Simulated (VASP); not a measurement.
# AlGa$_{3}$N$_{4}$ (space group Pm): computed properties

These are PBEsol GGA, VASP's PBE PAW potentials (set 64) (plane waves; VASP) values and carry that method's errors.

```yaml
space_group: Pm (6)
cell: a = 5.141 Å, b = 3.165 Å, c = 5.476 Å, α = 90.00°, β = 90.04°, γ = 90.00°
volume_per_atom: 11.14 Å³/atom
band gap (over mesh and band path): 2.38 eV
smallest direct gap (over mesh and band path): 2.38 eV
band_edge_character: direct, Γ to Γ
density: 5.45 g/cm³
```

AlGa3N4 is modelled in the monoclinic space group Pm (No. 6), Pearson symbol mP8. Conventional cell: a = 5.141 Å, b = 3.165 Å, c = 5.476 Å, α = 90.00°, β = 90.04°, γ = 90.00°. Al on 1b has 4 N at 1.895–1.903 Å (tetrahedral). Ga1 on 1b is surrounded by 4 N at 1.936–1.951 Å (tetrahedral). Ga2 on 1a has 4 N at 1.936–1.961 Å (tetrahedral). Ga3 on 1a has 4 N at 1.947–1.958 Å (tetrahedral). N1 on 1b has 1 Al at 1.895 Å and 3 Ga at 1.947–1.951 Å (tetrahedral). N2 on 1a has 2 Al at 1.903 Å and 2 Ga at 1.958–1.961 Å (tetrahedral). N3 on 1a is coordinated by 4 Ga at 1.936–1.951 Å (tetrahedral). N4 on 1b is coordinated by 1 Al at 1.900 Å and 3 Ga at 1.942 Å (tetrahedral). (Neighbours: up to the widest gap in distance over summed covalent radii, below 1.35, at either atom; cation-cation and far metal-metal contacts left out.)

The structure comes from a computed database's AlGa3N4 entry (Pm); how it stands against other phases isn't given here. It was relaxed first. Symmetry was kept, so distortions that lower it aren't found.
